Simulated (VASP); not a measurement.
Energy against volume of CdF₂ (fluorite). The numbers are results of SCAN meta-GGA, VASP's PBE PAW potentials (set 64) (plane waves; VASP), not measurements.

| V (Å³/atom) | E (eV/atom) |
|---|---|
| 12.266 | -14.88107 |
| 12.658 | -14.89732 |
| 13.049 | -14.90330 |
| 13.441 | -14.89996 |
| 13.832 | -14.88987 |

Q: Fit a third-order Birch-Murnaghan equation of state.

A: 
| Item | Result |
|---|---|
| volume per atom | 13.10 Å^3/atom |
| bulk modulus | 1170 kbar |
| pressure derivative of the bulk modulus | 5.61 |
| lattice constant a | 5.396 Å |

The compound is CdF2 in the fluorite structure. It was relaxed first.
